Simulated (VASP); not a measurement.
Consider the following.

```xyz
2
Lattice="1.5907 -2.8205 0.0000 1.5907 2.8205 0.0000 0.0000 0.0000 5.1993" Properties=species:S:1:pos:R:3 pbc="T T T"
Mg     1.5907     0.9402     1.2998
Mg     1.6375    -0.9402     3.8995
```

These are PBE GGA, VASP's PBE PAW potentials (set 64) (plane waves; VASP) values and carry that method's errors. Numerical set-up: EDIFF = 1E-2, 400 eV cut-off, 12×12×7 Γ-centred mesh, first-order Methfessel-Paxton smearing of 0.10 eV, potentials Mg.

Task: Give the stress tensor in GPa (positive for a compressed cell).

Result: 
```
-0.75  -0.13   0.00
-0.13  -1.50   0.00
 0.00   0.00  -1.58
```
The pressure is its mean diagonal, -1.28 GPa.

The compound is Mg in the hcp structure. The cell was not relaxed at this level, atoms are displaced from their ideal sites. The run is one of a series of settings (EDIFF = 1E-2 against the base run), some of them coarse on purpose.
